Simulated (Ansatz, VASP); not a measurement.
# Cross-check of Ge5H between VASP and Ansatz

Aim: how closely do two programs agree when they are given the same cell, functional and k mesh? The cell is taken from a series of runs on this material, whose earlier steps may have relaxed, scaled, displaced or heated it; both programs get it as it stands.

Method: plane waves, with VASP 6.6.1 beside it; single point at PBEsol, spin-orbit coupling, in Ansatz 0.2.0.

## 1. The starting structure

The cell holds 12 atoms: 10 Ge and 2 H. Cell: a = 4.001 Å, b = 4.001 Å, c = 57.000 Å, α = 90.0°, β = 90.0°, γ = 120.0°. It derives from Ge. Vacuum lies along c.

## 2. VASP: single point, PBEsol, spin-orbit coupling

A single point gives forces, pressure and levels at one fixed geometry, so differences don't come from the geometry; what else differs is listed under the comparison.

Lines of VASP's logs that name or quote its potential files are left out, and so is its time.

The input, INCAR:

```
SYSTEM = Ge5H
PREC = Accurate
ENCUT = 410
EDIFF = 1E-06
NELM = 200
ISMEAR = -1
SIGMA = 0.02
LREAL = .FALSE.
ALGO = Normal
GGA = PS
LNONCOLLINEAR = .TRUE.
MAGMOM = 0 0 0 0 0 0 0 0 0 0 0 0 0 0 0 0 0 0 0 0 0 0 0 0 0 0 0 0 0 0 0 0 0 0 0 0
NBANDS = 176
GGA_COMPAT = .FALSE.
LASPH = .TRUE.
LSORBIT = .TRUE.
LORBIT = 11
LWAVE = .FALSE.
LCHARG = .FALSE.
ISIF = 2
LDIPOL = .TRUE.
IDIPOL = 3
DIPOL = 0.5 0.5 0.5
LVHAR = .TRUE.
EFERMI = MIDGAP
NELMDL = -8
KPAR = 2
```

The input, POSCAR:

```
Ge5H
1.0
    4.0008101680      0.0000000000      0.0000000000
   -2.0004050840      3.4648032412      0.0000000000
    0.0000000000      0.0000000000     57.0000000000
Ge H
10 2
Direct
    0.3333333333      0.6666666667      0.3788484004
    1.0000000000      0.0000000000      0.3925667021
    1.0000000000      0.0000000000      0.4354536141
    0.6666666666      0.3333333334      0.4498048235
    0.6666666666      0.3333333334      0.4928244269
    0.3333333333      0.6666666667      0.5071755731
    0.3333333333      0.6666666667      0.5501951765
    1.0000000000      0.0000000000      0.5645463859
    1.0000000000      0.0000000000      0.6074332979
    0.6666666666      0.3333333334      0.6211515996
    0.3333333333      0.6666666667      0.3516051831
    0.6666666666      0.3333333334      0.6483948169
```

The input, KPOINTS:

```
Automatic mesh
0
Gamma
6 6 1
0 0 0
```

The projector-augmented-wave data sets are Ge_d and H (PBE family, release 64).

The run is started by

```bash
> mpirun -np 2 vasp_ncl
```

Numbers of over 12 decimals in the logs are rounded to 6 here.

The log of the run:

```text
[banner, memory and clock lines left out]
running    2 mpi-ranks, on    1 nodes
 distrk:  each k-point on    1 cores,    2 groups
 distr:  one band on    1 cores,    1 groups

 POSCAR found type information on POSCAR GeH
 POSCAR found :  2 types and      12 ions
|                                                                             |
|               ----> ADVICE to this user running VASP <----                  |
|                                                                             |
|     You enforced a specific xc type in the INCAR file but a different       |
|     [... a line on the potential file left out ...]
|     I HOPE YOU KNOW WHAT YOU ARE DOING!                                     |
|                                                                             |

 LDA part: xc-table for (Slater+PW92), standard interpolation
|                                                                             |
|           W    W    AA    RRRRR   N    N  II  N    N   GGGG   !!!           |
|           W    W   A  A   R    R  NN   N  II  NN   N  G    G  !!!           |
|           W    W  A    A  R    R  N N  N  II  N N  N  G       !!!           |
|           W WW W  AAAAAA  RRRRR   N  N N  II  N  N N  G  GGG   !            |
|           WW  WW  A    A  R   R   N   NN  II  N   NN  G    G                |
|           W    W  A    A  R    R  N    N  II  N    N   GGGG   !!!           |
|                                                                             |
|     One of the lattice vectors is very long (>50 A), but AMIN is rather     |
|     large. This can spoil convergence since charge sloshing might occur     |
|     along the long lattice vector. If problems with convergence are         |
|     observed, try to decrease AMIN to a smaller value (e.g. 0.01).          |
|     Note: This warning only applies if the self-consistency cycle is        |
|     used.                                                                   |
|                                                                             |

 POSCAR, INCAR and KPOINTS ok, starting setup
 FFT: planning ... GRIDC
 FFT: planning ... GRID_SOFT
 FFT: planning ... GRID
 WAVECAR not read
 entering main loop
       N       E                     dE             d eps       ncg     rms          rms(c)
DAV:   1     0.148226300488E+04    0.14823E+04   -0.63491E+04  2936   0.231E+03
DAV:   2     0.213052303155E+03   -0.12692E+04   -0.12248E+04  3152   0.563E+02
DAV:   3    -0.344389965376E+02   -0.24749E+03   -0.24129E+03  3464   0.215E+02
DAV:   4    -0.555684029282E+02   -0.21129E+02   -0.20911E+02  2816   0.716E+01
DAV:   5    -0.565697312496E+02   -0.10013E+01   -0.99887E+00  3528   0.157E+01
DAV:   6    -0.565952650556E+02   -0.25534E-01   -0.25521E-01  3144   0.228E+00
DAV:   7    -0.565963219473E+02   -0.10569E-02   -0.10568E-02  3552   0.464E-01
DAV:   8    -0.565963670995E+02   -0.45152E-04   -0.45150E-04  3704   0.813E-02    0.831E+00
DAV:   9    -0.557470410227E+02    0.84933E+00   -0.25761E-01  2832   0.429E+00    0.480E+00
DAV:  10    -0.553467506241E+02    0.40029E+00   -0.89657E-01  2752   0.806E+00    0.784E-01
DAV:  11    -0.553542855831E+02   -0.75350E-02   -0.14474E-01  2864   0.396E+00    0.482E-01
DAV:  12    -0.553520708853E+02    0.22147E-02   -0.15863E-02  3120   0.153E+00    0.276E-01
DAV:  13    -0.553529496014E+02   -0.87872E-03   -0.11766E-02  2768   0.155E+00    0.118E-01
DAV:  14    -0.553533935491E+02   -0.44395E-03   -0.46577E-03  2968   0.147E+00    0.633E-02
[...]
DAV:  23    -0.553545417141E+02   -0.38610E-04   -0.36776E-06  2744   0.412E-02    0.133E-03
DAV:  24    -0.553545856978E+02   -0.43984E-04   -0.93726E-07  1928   0.242E-02    0.741E-04
DAV:  25    -0.553546064266E+02   -0.20729E-04   -0.88197E-07  1944   0.182E-02    0.434E-04
DAV:  26    -0.553546165459E+02   -0.10119E-04   -0.50217E-07  1856   0.725E-03    0.336E-04
DAV:  27    -0.553546210170E+02   -0.44710E-05   -0.19990E-07  1768   0.845E-03    0.265E-04
DAV:  28    -0.553546256874E+02   -0.46705E-05   -0.16315E-07  1800   0.860E-03    0.169E-04
DAV:  29    -0.553546274887E+02   -0.18013E-05   -0.74913E-08  1744   0.340E-03    0.104E-04
DAV:  30    -0.553546279186E+02   -0.42990E-06   -0.38432E-08  1704   0.167E-03
   1 F= -.55354628E+02 E0= -.55354591E+02  d E =-.738845E-04  mag=    -0.0000    -0.0000    -0.0000
```

OUTCAR, selected parts (step 2):

```text
ion  position               nearest neighbor table
   1  0.333  0.667  0.379-  11 1.55   2 2.44   2 2.44   2 2.44
   2  0.000  0.000  0.393-   1 2.44   1 2.44   1 2.44   3 2.44
   3  0.000  0.000  0.435-   2 2.44   4 2.45   4 2.45   4 2.45
   4  0.667  0.333  0.450-   3 2.45   3 2.45   3 2.45   5 2.45
   5  0.667  0.333  0.493-   6 2.45   6 2.45   6 2.45   4 2.45
   6  0.333  0.667  0.507-   5 2.45   5 2.45   5 2.45   7 2.45
   7  0.333  0.667  0.550-   8 2.45   8 2.45   8 2.45   6 2.45
   8  0.000  0.000  0.565-   9 2.44   7 2.45   7 2.45   7 2.45
   9  0.000  0.000  0.607-  10 2.44  10 2.44  10 2.44   8 2.44
  10  0.667  0.333  0.621-  12 1.55   9 2.44   9 2.44   9 2.44
  11  0.333  0.667  0.352-   1 1.55
  12  0.667  0.333  0.648-  10 1.55

  LATTYP: Found a hexagonal cell.
 ALAT       =     4.0008101680
 C/A-ratio  =    14.2471143610

 Subroutine GETGRP returns: Found 12 space group operations
 (whereof 12 operations were pure point group operations)

The static configuration has the point symmetry D_3d.

 Found      7 irreducible k-points:

   k-points           NKPTS =      7   k-points in BZ     NKDIM =      7   number of bands    NBANDS=    176

   dimension x,y,z NGX =    28 NGY =   28 NGZ =  378
   dimension x,y,z NGXF=    56 NGYF=   56 NGZF=  756

   ENCUT  =  410.0 eV  30.13 Ry    5.49 a.u.   6.61  6.61 94.11*2*pi/ulx,y,z

   NELECT =     142.0000    total number of electrons

 k-points in reciprocal lattice and weights: Automatic mesh
   0.00000000  0.00000000  0.00000000       0.028
   0.16666667  0.00000000  0.00000000       0.167
   0.33333333  0.00000000  0.00000000       0.167
   0.50000000  0.00000000  0.00000000       0.083
   0.16666667  0.16666667  0.00000000       0.167
   0.33333333  0.16666667  0.00000000       0.333
   0.33333333  0.33333333  0.00000000       0.056

 dipolmoment           0.000000      0.000000      0.000000 electrons x Angstroem

 average (electrostatic) potential at core
       1 -80.4981       2 -80.5224       3 -80.5339       4 -80.5371       5 -80.5374
       6 -80.5374       7 -80.5371       8 -80.5339       9 -80.5224      10 -80.4981
      11 -38.0907      12 -38.0907

 E-fermi :  -1.4487

 k-point     1 :       0.0000    0.0000    0.0000
  band No.  band energies     occupation
    ...
    138      -1.8850      1.00000
    139      -1.7334      1.00000
    140      -1.7334      1.00000
    141      -1.5532      0.99467
    142      -1.5532      0.99467
    143      -1.3441      0.00533
    144      -1.3441      0.00533
    145      -1.1838      0.00000
    146      -1.1838      0.00000
    147      -1.0684      0.00000
    ...

 k-point     2 :       0.1667    0.0000    0.0000
  band No.  band energies     occupation
    ...
    138      -2.5307      1.00000
    139      -2.4302      1.00000
    140      -2.4302      1.00000
    141      -2.0829      1.00000
    142      -2.0829      1.00000
    143      -0.2084      0.00000
    144      -0.2084      0.00000
    145       0.0802      0.00000
    146       0.0802      0.00000
    147       0.1123      0.00000
    ...

 k-point     3 :       0.3333    0.0000    0.0000
  band No.  band energies     occupation
    ...
    138      -3.1921      1.00000
    139      -3.1232      1.00000
    140      -3.1232      1.00000
    141      -2.7777      1.00000
    142      -2.7777      1.00000
    143      -0.7334      0.00000
    144      -0.7334      0.00000
    145      -0.6910      0.00000
    146      -0.6910      0.00000
    147      -0.4031      0.00000
    ...

  Total       -0.0599540     -0.0599540     -0.7419476      0.0000000      0.0000000      0.0000000
  in kB       -0.1215702     -0.1215702     -1.5044662      0.0000000      0.0000000      0.0000000
  external PRESSURE =      -0.5825355 kB  Pullay stress =       0.0000000 kB

  energy-cutoff  :      410.00
  volume of cell :      790.14
      direct lattice vectors                 reciprocal lattice vectors
     4.000810168  0.000000000  0.000000000     0.249949375  0.144308339  0.000000000
    -2.000405084  3.464803241  0.000000000     0.000000000  0.288616678  0.000000000
     0.000000000  0.000000000 57.000000000     0.000000000  0.000000000  0.017543860

 POSITION                                       TOTAL-FORCE (eV/Angst)
 -----------------------------------------------------------------------------------
     -0.00000      2.30987     21.59436         0.000000     -0.000000     -0.011012
      0.00000      0.00000     22.37630         0.000000     -0.000000      0.005033
      0.00000      0.00000     24.82086        -0.000000     -0.000000     -0.002762
      2.00041      1.15493     25.63887        -0.000000      0.000000     -0.000878
      2.00041      1.15493     28.09099        -0.000000      0.000000      0.000551
     -0.00000      2.30987     28.90901         0.000000     -0.000000     -0.000551
     -0.00000      2.30987     31.36113         0.000000     -0.000000      0.000878
      0.00000      0.00000     32.17914        -0.000000     -0.000000      0.002762
      0.00000      0.00000     34.62370        -0.000000      0.000000     -0.005033
      2.00041      1.15493     35.40564        -0.000000      0.000000      0.011012
     -0.00000      2.30987     20.04150        -0.000000     -0.000000      0.011293
      2.00041      1.15493     36.95850        -0.000000      0.000000     -0.011293
 -----------------------------------------------------------------------------------
    total drift:                                0.000001     -0.000001      0.000000

  FREE ENERGIE OF THE ION-ELECTRON SYSTEM (eV)
  ---------------------------------------------------
  free  energy   TOTEN  =       -55.3546279186 eV

  energy  without entropy=      -55.3545540341  energy(sigma->0) =      -55.35459098

 vacuum level on the upper side and lower side of the slab         2.627         2.627

 Spin-Orbit-Coupling matrix elements
 Ion:    1  E_soc:     -0.0179215
 Ion:    2  E_soc:     -0.0181452
 Ion:    3  E_soc:     -0.0181169
 Ion:    4  E_soc:     -0.0181740
 Ion:    5  E_soc:     -0.0181804
 Ion:    6  E_soc:     -0.0181804
 Ion:    7  E_soc:     -0.0181740
 Ion:    8  E_soc:     -0.0181169
 Ion:    9  E_soc:     -0.0181452
 Ion:   10  E_soc:     -0.0179215
 Ion:   11  E_soc:      0.0000001
 Ion:   12  E_soc:      0.0000001

 total charge
# of ion       s       p       d       tot
------------------------------------------
    1        1.104   1.337  10.037  12.479
    2        1.115   1.288  10.023  12.427
    3        1.121   1.270  10.024  12.414
    4        1.123   1.264  10.024  12.411
    5        1.124   1.263  10.024  12.411
    6        1.124   1.263  10.024  12.411
    7        1.123   1.264  10.024  12.411
    8        1.121   1.270  10.024  12.414
    9        1.115   1.288  10.023  12.427
   10        1.104   1.337  10.037  12.479
   11        0.525   0.012   0.000   0.537
   12        0.525   0.012   0.000   0.537
--------------------------------------------------
tot         12.224  12.869 100.263 125.356

 magnetization (x)
# of ion       s       p       d       tot
------------------------------------------
    1       -0.000   0.000   0.000   0.000
    2        0.000   0.000  -0.000   0.000
    3        0.000   0.000   0.000   0.000
    4       -0.000   0.000   0.000  -0.000
    5        0.000   0.000   0.000   0.000
    6        0.000   0.000   0.000   0.000
    7       -0.000   0.000  -0.000  -0.000
    8        0.000   0.000   0.000   0.000
    9        0.000   0.000   0.000   0.000
   10       -0.000   0.000   0.000   0.000
   11       -0.000   0.000   0.000  -0.000
   12       -0.000   0.000   0.000  -0.000
--------------------------------------------------
tot         -0.000   0.000   0.000   0.000

 magnetization (y)
# of ion       s       p       d       tot
------------------------------------------
    1        0.000   0.000   0.000   0.000
    2       -0.000  -0.000   0.000  -0.000
    3        0.000  -0.000  -0.000  -0.000
    4        0.000   0.000   0.000   0.000
    5        0.000   0.000  -0.000   0.000
    6       -0.000   0.000   0.000  -0.000
    7        0.000   0.000   0.000   0.000
    8        0.000  -0.000  -0.000  -0.000
    9        0.000  -0.000   0.000  -0.000
   10        0.000   0.000   0.000   0.000
   11        0.000  -0.000   0.000  -0.000
   12        0.000  -0.000   0.000  -0.000
--------------------------------------------------
tot          0.000  -0.000   0.000  -0.000

 magnetization (z)
# of ion       s       p       d       tot
------------------------------------------
    1        0.000   0.000   0.000   0.000
    2        0.000   0.000   0.000   0.000
    3        0.000   0.000   0.000   0.000
    4        0.000   0.000   0.000   0.000
    5        0.000   0.000   0.000   0.000
    6        0.000   0.000   0.000   0.000
    7        0.000   0.000   0.000   0.000
    8        0.000   0.000   0.000   0.000
    9        0.000   0.000   0.000   0.000
   10        0.000   0.000   0.000   0.000
   11        0.000   0.000   0.000   0.000
   12        0.000   0.000   0.000   0.000
--------------------------------------------------
tot          0.000   0.000   0.000   0.000

[... 3 further parts left out ...]
```

[end of part 1 of 2]

[Lines on the potential files, build, host, timing and source positions are cut from VASP's logs without a mark.]

[Logs are printed without paths, hosts, clocks, repeated set-up lines and the standing remarks that a program may print on its own settings, such as how far it seeks lower states.]

[Hosts, paths, dates, database ids (printed as entryN), source tags and the programs' standing remarks are cut or masked in the printed files.]
